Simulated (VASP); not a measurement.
The system is SnTe.

```
Sn Te
1.0
     0.00000    3.14484    3.14484
     3.14484    0.00000    3.14484
     3.14484    3.14484    0.00000
Sn Te
1 1
Direct
  0.00000 0.00000 0.00000
  0.50000 0.50000 0.50000
```

Base run:

```yaml
Program: VASP 6.6.1
Functional: PBE
Potentials_or_basis: VASP PAW PBE potentials, release 64 (Sn_d, Te)
Cutoff: 520 eV
k_mesh: 10 × 10 × 10
Occupations: gaussian, width 0.03 eV
Spin: no spin polarisation
```

Its results: band gap on the k mesh 0.11 eV, direct; pressure 2.5 GPa.

After a change of settings the same cell gave: band gap on the k mesh 0.14 eV, direct; pressure -1.2 GPa. Which change was it?
A. functional from PBE to LDA; potentials or basis from VASP PAW PBE potentials, release 64 (Sn_d, Te) to VASP PAW LDA potentials, release 64 (Sn_d, Te)
B. further incar settings from ALGO = Fast; EDIFF = 1e-06 to ALGO = Fast; EDIFF = 1e-06; NBANDS = 42
C. functional from PBE to r2SCAN; further incar settings from ALGO = Fast; EDIFF = 1e-06 to ALGO = Normal; EDIFF = 1e-06

A.

Caveats: spin-orbit coupling is left out, which moves the levels of the heavy elements; the mesh misses the band edges, which the band path finds closer together.
